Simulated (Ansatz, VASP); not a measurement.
# AlN: VASP beside Ansatz, part 2 of 2

Wanted: the spread between two codes on one cell, functional and k mesh. The cell is taken from a series of runs on this material, whose earlier steps may have relaxed, scaled, displaced or heated it; both programs get it as it stands.

VASP 6.6.1 and Ansatz 0.2.0.

So far: The starting structure; Ansatz: G0W0 gap, r2SCAN.

**3. VASP: G0W0 gap, r2SCAN**

Level of this step: G0W0 on r2SCAN; plane waves and PAW (Al_GW, N_GW) (VASP).

The same cell, functional and mesh now go to VASP, with its own data sets.

Lines of VASP's logs that name or quote its potential files are left out, and so is its time.

The run reads the wave functions of an earlier VASP run, which isn't shown here.

File INCAR:

```
SYSTEM = AlN
PREC = Accurate
ENCUT = 450
ISMEAR = 0
SIGMA = 0.01
LREAL = .FALSE.
METAGGA = R2SCAN
LASPH = .TRUE.
NBANDS = 104
ALGO = EVGW0
NELMGW = 1
ENCUTGW = 100
NOMEGA = 64
PRECFOCK = Fast
NBANDSGW = 16
LWAVE = .FALSE.
LCHARG = .FALSE.
```

File POSCAR:

```
AlN
1.0
    3.1130000000      0.0000000000      0.0000000000
   -1.5565000000      2.6959370820      0.0000000000
    0.0000000000      0.0000000000      4.9810000000
Al N
2 2
Direct
    0.3333333333      0.6666666667      0.0000000000
    0.6666666667      0.3333333333      0.5000000000
    0.3333333333      0.6666666667      0.3800000000
    0.6666666667      0.3333333333      0.8800000000
```

File KPOINTS:

```
Automatic mesh
0
Gamma
6 6 4
0 0 0
```

Potentials, in the order of the species: Al_GW and N_GW (PBE family, release 64).

Run with:

```console
mpirun -np 8 vasp_std
```

Numbers of over 12 decimals in the logs are rounded to 6 here.

What it wrote:

```text
[banner, memory and clock lines left out]
running    8 mpi-ranks, on    1 nodes
 distrk:  each k-point on    8 cores,    1 groups
 distr:  one band on    1 cores,    8 groups

 POSCAR found type information on POSCAR AlN
 POSCAR found :  2 types and       4 ions
|                                                                             |
|           W    W    AA    RRRRR   N    N  II  N    N   GGGG   !!!           |
|           W    W   A  A   R    R  NN   N  II  NN   N  G    G  !!!           |
|           W    W  A    A  R    R  N N  N  II  N N  N  G       !!!           |
|           W WW W  AAAAAA  RRRRR   N  N N  II  N  N N  G  GGG   !            |
|           WW  WW  A    A  R   R   N   NN  II  N   NN  G    G                |
|           W    W  A    A  R    R  N    N  II  N    N   GGGG   !!!           |
|                                                                             |
|     For optimal performance we recommend to set                             |
|       NCORE = 2 up to number-of-cores-per-socket                            |
|     NCORE specifies how many cores store one orbital (NPAR=cpu/NCORE).      |
|     This setting can greatly improve the performance of VASP for DFT.       |
|     The default, NCORE=1 might be grossly inefficient on modern             |
|     multi-core architectures or massively parallel machines. Do your        |
|     Unfortunately you need to use the default for GW and RPA                |
|     calculations (for HF NCORE is supported but not extensively tested      |
|     yet).                                                                   |
|                                                                             |

|                                                                             |
|               ----> ADVICE to this user running VASP <----                  |
|                                                                             |
|     You enforced a specific xc type in the INCAR file but a different       |
|     [... a line on the potential file left out ...]
|     I HOPE YOU KNOW WHAT YOU ARE DOING!                                     |
|                                                                             |

|                                                                             |
|           W    W    AA    RRRRR   N    N  II  N    N   GGGG   !!!           |
|           W    W   A  A   R    R  NN   N  II  NN   N  G    G  !!!           |
|           W    W  A    A  R    R  N N  N  II  N N  N  G       !!!           |
|           W WW W  AAAAAA  RRRRR   N  N N  II  N  N N  G  GGG   !            |
|           WW  WW  A    A  R   R   N   NN  II  N   NN  G    G                |
|           W    W  A    A  R    R  N    N  II  N    N   GGGG   !!!           |
|                                                                             |
|     The default for ENCUTGWSOFT is different in this version of VASP.       |
|     please manually set ENCUTGWSOFT =100 in the INCAR file.                 |
|                                                                             |

 LDA part: xc-table for (None), standard interpolation
 found WAVECAR, reading the header
 POSCAR, INCAR and KPOINTS ok, starting setup
 FFT: planning ... GRIDC
 FFT: planning ... GRID_SOFT
 FFT: planning ... GRID
 reading WAVECAR
 the WAVECAR file was read successfully
 initial charge from wavefunction
 available memory per node:     33.79 GB, setting MAXMEM to     34598

 The Fermi energy was updated, please check that it is located mid-gap
 values below the HOMO (VB) or above the LUMO (CB) will cause erroneous energies
 E-fermi :   7.2772

 calculate exact exchange contribution
 the WAVEDER file was read successfully
energies w=
    0.000    0.000    0.621    0.000    1.241    0.000    1.858    0.000
    2.470    0.000    3.078    0.000    3.679    0.000    4.274    0.000
    4.861    0.000    5.440    0.000    6.011    0.000    6.574    0.000
    7.130    0.000    7.678    0.000    8.219    0.000    8.754    0.000
    9.283    0.000    9.807    0.000   10.328    0.000   10.845    0.000
   11.361    0.000   11.876    0.000   12.391    0.000   12.908    0.000
   13.427    0.000   13.951    0.000   14.480    0.000   15.016    0.000
   15.561    0.000   16.116    0.000   16.684    0.000   17.267    0.000
   17.866    0.000   18.485    0.000   19.126    0.000   19.792    0.000
   20.488    0.000   21.216    0.000   21.983    0.000   22.792    0.000
   23.651    0.000   24.566    0.000   25.546    0.000   26.600    0.000
   27.741    0.000   28.983    0.000   30.343    0.000   31.842    0.000
   33.506    0.000   35.367    0.000   37.466    0.000   39.856    0.000
   42.604    0.000   45.802    0.000   49.573    0.000   54.087    0.000
   59.591    0.000   66.448    0.000   75.222    0.000   86.838    0.000
  102.921    0.000  126.623    0.000  164.954    0.000  237.307    0.000
 responsefunction array rank=     120
 LDA part: xc-table for (None), standard interpolation

 min. memory requirement per mpi rank    145.8 MB, per node   1166.4 MB

 allocating   8 responsefunctions rank=   120
 shmem allocating  64 responsefunctions rank=   120
 response function shared by NCSHMEM nodes    1
 Doing            8  frequencies on each core in blocks of           64
NQ=   1    0.0000    0.0000    0.0000,
|.........|.........|.........|.........|.........|.........|.........|.........
 performed        291000 updates of chi_q(r,r)
 total number of BLAS operations         22.82 Gflops
NQ=   2    0.1667    0.0000    0.0000,
|.........|.........|.........|.........|.........|.........|.........|.........
 performed        811000 updates of chi_q(r,r)
 total number of BLAS operations         63.65 Gflops
NQ=   3    0.3333    0.0000    0.0000,
|.........|.........|.........|.........|.........|.........|.........|.........
 performed       1331000 updates of chi_q(r,r)
 total number of BLAS operations        103.66 Gflops
NQ=   4    0.5000    0.0000    0.0000,
|.........|.........|.........|.........|.........|.........|.........|.........
 performed       1731000 updates of chi_q(r,r)
 total number of BLAS operations        129.63 Gflops
NQ=   5    0.1667    0.1667    0.0000,
|.........|.........|.........|.........|.........|.........|.........|.........
 performed       2271000 updates of chi_q(r,r)
 total number of BLAS operations        170.33 Gflops
NQ=   6    0.3333    0.1667    0.0000,
|.........|.........|.........|.........|.........|.........|.........|.........
 performed       2891000 updates of chi_q(r,r)
 total number of BLAS operations        211.44 Gflops
NQ=   7    0.3333    0.3333    0.0000,
|.........|.........|.........|.........|.........|.........|.........|.........
 performed       3238000 updates of chi_q(r,r)
 total number of BLAS operations        233.97 Gflops
NQ=   8    0.0000    0.0000    0.2500,
|.........|.........|.........|.........|.........|.........|.........|.........
 performed       3552000 updates of chi_q(r,r)
 total number of BLAS operations        258.12 Gflops
NQ=   9    0.1667    0.0000    0.2500,
|.........|.........|.........|.........|.........|.........|.........|.........
 performed       4132000 updates of chi_q(r,r)
 total number of BLAS operations        304.57 Gflops
NQ=  10    0.3333    0.0000    0.2500,
|.........|.........|.........|.........|.........|.........|.........|.........
 performed       4712000 updates of chi_q(r,r)
 total number of BLAS operations        344.74 Gflops
NQ=  11    0.5000    0.0000    0.2500,
|.........|.........|.........|.........|.........|.........|.........|.........
 performed       5172000 updates of chi_q(r,r)
 total number of BLAS operations        374.60 Gflops
NQ=  12    0.1667    0.1667    0.2500,
|.........|.........|.........|.........|.........|.........|.........|.........
 performed       5792000 updates of chi_q(r,r)
 total number of BLAS operations        421.31 Gflops
NQ=  13    0.3333    0.1667    0.2500,
|.........|.........|.........|.........|.........|.........|.........|.........
 performed       6492000 updates of chi_q(r,r)
 total number of BLAS operations        469.78 Gflops
NQ=  14    0.3333    0.3333    0.2500,
|.........|.........|.........|.........|.........|.........|.........|.........
 performed       6872000 updates of chi_q(r,r)
 total number of BLAS operations        499.65 Gflops
NQ=  15    0.0000    0.0000    0.5000,
|.........|.........|.........|.........|.........|.........|.........|.........
 performed       7163000 updates of chi_q(r,r)
 total number of BLAS operations        530.98 Gflops
NQ=  16    0.1667    0.0000    0.5000,
|.........|.........|.........|.........|.........|.........|.........|.........
 performed       7683000 updates of chi_q(r,r)
 total number of BLAS operations        572.64 Gflops
NQ=  17    0.3333    0.0000    0.5000,
|.........|.........|.........|.........|.........|.........|.........|.........
 performed       8203000 updates of chi_q(r,r)
 total number of BLAS operations        607.89 Gflops
NQ=  18    0.5000    0.0000    0.5000,
|.........|.........|.........|.........|.........|.........|.........|.........
 performed       8603000 updates of chi_q(r,r)
 total number of BLAS operations        635.04 Gflops
NQ=  19    0.1667    0.1667    0.5000,
|.........|.........|.........|.........|.........|.........|.........|.........
 performed       9143000 updates of chi_q(r,r)
 total number of BLAS operations        676.58 Gflops
NQ=  20    0.3333    0.1667    0.5000,
|.........|.........|.........|.........|.........|.........|.........|.........
 performed       9763000 updates of chi_q(r,r)
 total number of BLAS operations        720.44 Gflops
NQ=  21    0.3333    0.3333    0.5000,
|.........|.........|.........|.........|.........|.........|.........|.........
 performed      10110000 updates of chi_q(r,r)
 total number of BLAS operations        742.97 Gflops
 resolving degeneracies of screened two electron integrals

 calculate QP shifts <psi_nk| G(iteration)W_0 |psi_nk>: iteration 1
 entering main loop
```

Parts of OUTCAR (step 3):

```text
ion  position               nearest neighbor table
   1  0.333  0.667  0.000-   3 1.89   4 1.89   4 1.89   4 1.89
   2  0.667  0.333  0.500-   4 1.89   3 1.89   3 1.89   3 1.89
   3  0.333  0.667  0.380-   1 1.89   2 1.89   2 1.89   2 1.89
   4  0.667  0.333  0.880-   2 1.89   1 1.89   1 1.89   1 1.89

  LATTYP: Found a hexagonal cell.
 ALAT       =     3.1130000000
 C/A-ratio  =     1.6000642467

 Subroutine GETGRP returns: Found 12 space group operations
 (whereof  6 operations were pure point group operations)

The static configuration has the point symmetry C_3v.
 The point group associated with its full space group is C_6v.

 Found     21 irreducible k-points:

   k-points           NKPTS =     21   k-points in BZ     NKDIM =    144   number of bands    NBANDS=    104

   dimension x,y,z NGX =    24 NGY =   24 NGZ =   36
   dimension x,y,z NGXF=    48 NGYF=   48 NGZF=   72

   ENCUT  =  450.0 eV  33.07 Ry    5.75 a.u.   5.38  5.38  8.62*2*pi/ulx,y,z

   NELECT =      16.0000    total number of electrons

  energy-cutoff  :      450.00
  volume of cell :       41.80
      direct lattice vectors                 reciprocal lattice vectors
     3.113000000  0.000000000  0.000000000     0.321233537  0.185464269  0.000000000
    -1.556500000  2.695937082  0.000000000     0.000000000  0.370928538  0.000000000
     0.000000000  0.000000000  4.981000000     0.000000000  0.000000000  0.200762899

 k-points in reciprocal lattice and weights: Automatic mesh
   0.00000000  0.00000000  0.00000000       0.007
   0.16666667  0.00000000  0.00000000       0.042
   0.33333333  0.00000000  0.00000000       0.042
   0.50000000  0.00000000  0.00000000       0.021
   0.16666667  0.16666667  0.00000000       0.042
   0.33333333  0.16666667  0.00000000       0.083
   0.33333333  0.33333333  0.00000000       0.014
   0.00000000  0.00000000  0.25000000       0.014
   0.16666667  0.00000000  0.25000000       0.083
[...]
0.33333333  0.16666667  0.50000000       0.083
   0.33333333  0.33333333  0.50000000       0.014

 E-fermi :   7.2772

 QP shifts <psi_nk| G(iteration)W_0 |psi_nk>: iteration 1
 for sc-GW calculations column KS-energies equals QP-energies in previous step
 and V_xc(KS)=  KS-energies - (<T + V_ion + V_H > + <T+V_H+V_ion>^1  + <V_x>^1)
 k-point   1 :       0.0000    0.0000    0.0000
  band No.  KS-energies  QP-energies   sigma(KS)   V_xc(KS)     V^pw_x(r,r')   Z            occupation Imag(sigma)
    ...
      5       3.9776       3.3923     -17.4167     -16.6779     -20.6626       0.7923       2.0000       0.0613
      6       4.6504       4.1636     -17.7274     -17.1163     -20.8486       0.7967       2.0000       0.0569
      7       4.6504       4.1636     -17.7274     -17.1163     -20.8486       0.7967       2.0000       0.0569
      8       4.8417       4.3899     -17.7861     -17.2185     -20.8778       0.7960       2.0000       0.0562
      9       9.7126      10.4078     -11.1433     -11.9832      -7.5585       0.8278       0.0000      -0.0564
     10      12.3139      12.9471      -9.6078     -10.3694      -5.5675       0.8313       0.0000      -0.0635
     11      16.4132      17.3624     -11.8621     -13.0893      -6.8875       0.7735       0.0000      -0.1220
     12      16.8514      17.4830      -8.5138      -9.2864      -3.9284       0.8176       0.0000      -0.0907
    ...

 k-point   2 :       0.1667    0.0000    0.0000
  band No.  KS-energies  QP-energies   sigma(KS)   V_xc(KS)     V^pw_x(r,r')   Z            occupation Imag(sigma)
    ...
      5       3.3614       2.7097     -16.8526     -16.0293     -20.0278       0.7915       2.0000       0.0645
      6       3.5786       2.9297     -17.1148     -16.2939     -20.3949       0.7904       2.0000       0.0640
      7       4.5684       4.0700     -17.7201     -17.0938     -20.8655       0.7956       2.0000       0.0575
      8       4.6653       4.1838     -17.6867     -17.0821     -20.8082       0.7962       2.0000       0.0571
      9      11.0097      11.8195     -11.6860     -12.6738      -8.0397       0.8197       0.0000      -0.0594
     10      13.3956      14.0939      -9.8203     -10.6667      -5.6673       0.8250       0.0000      -0.0684
     11      14.8464      15.5810     -10.0352     -10.9476      -5.5140       0.8051       0.0000      -0.0918
     12      15.4858      16.1553      -9.3743     -10.1968      -4.8664       0.8140       0.0000      -0.0867
    ...

 k-point   3 :       0.3333    0.0000    0.0000
  band No.  KS-energies  QP-energies   sigma(KS)   V_xc(KS)     V^pw_x(r,r')   Z            occupation Imag(sigma)
    ...
      5       1.5023       0.6378     -16.0486     -14.9384     -19.5953       0.7786       2.0000       0.0867
      6       2.9726       2.2398     -16.7709     -15.8404     -20.1336       0.7875       2.0000       0.0690
      7       3.9643       3.3684     -17.1089     -16.3575     -20.2735       0.7930       2.0000       0.0609
      8       4.3044       3.7623     -17.5776     -16.8954     -20.7641       0.7946       2.0000       0.0588
      9      11.8098      12.4070      -9.5563     -10.2782      -5.6189       0.8271       0.0000      -0.0644
     10      12.2540      12.8320      -9.1364      -9.8350      -5.0947       0.8272       0.0000      -0.0681
     11      13.6137      14.4023     -10.5055     -11.4677      -6.3186       0.8196       0.0000      -0.0729
     12      16.1259      16.9889     -10.7305     -11.8102      -6.1005       0.7993       0.0000      -0.0954
    ...

 k-point   4 :       0.5000    0.0000    0.0000
  band No.  KS-energies  QP-energies   sigma(KS)   V_xc(KS)     V^pw_x(r,r')   Z            occupation Imag(sigma)
    ...
      5       1.4574       0.5682     -15.8292     -14.6849     -19.3901       0.7771       2.0000       0.0889
      6       2.7186       1.9551     -16.6521     -15.6803     -20.0543       0.7857       2.0000       0.0713
      7       3.0711       2.3371     -16.2011     -15.2725     -19.3533       0.7905       2.0000       0.0667
      8       4.1594       3.5960     -17.4995     -16.7896     -20.7066       0.7937       2.0000       0.0597
      9      11.3071      11.8936      -9.4501     -10.1581      -5.6419       0.8284       0.0000      -0.0625
     10      11.3900      11.8641      -8.6240      -9.1907      -4.7005       0.8366       0.0000      -0.0618
     11      13.8481      14.5769     -10.0735     -10.9592      -5.8650       0.8229       0.0000      -0.0722
     12      16.1013      17.0462     -11.5486     -12.7471      -6.8215       0.7884       0.0000      -0.1035
    ...

[... 4 further parts left out ...]
```

**4. Differences**

Known differences besides the potentials themselves: VASP keeps PBE cores, Ansatz makes them for the functional; fixed occupations in Ansatz, narrow Gaussian smearing in VASP; the cutoff is 500 eV in Ansatz and 450 eV in VASP; Ansatz integrates over frequency by contour deformation, VASP on a grid of NOMEGA points; Ansatz's G0W0 levels solve the quasiparticle equation, VASP's are linearised. Total energies have different zeros and are not compared.

Both answers:

```csv
quantity,Ansatz,VASP,difference
G0W0 gap on the mesh (eV),6.09,6.02,+0.07
Kohn-Sham gap under it (eV),4.85,4.87,-0.02
```

**5. What came out**

| Property | Result |
| --- | --- |
| difference in G0W0 gap on the mesh (G0W0 gap, r2SCAN) | 0.067 eV |

In words: The difference in G0W0 gap on the mesh is 0.067 eV (G0W0 gap, r2SCAN). Such differences can come from data sets, numerical settings and the points named under the comparisons, not from the functional's error against experiment.

[Lines on the potential files, build, host, timing and source positions are cut from VASP's logs without a mark.]

[Logs are printed without paths, hosts, clocks, repeated set-up lines and the standing remarks that a program may print on its own settings, such as how far it seeks lower states.]

[Hosts, paths, dates, database ids (printed as entryN), source tags and the programs' standing remarks are cut or masked in the printed files.]
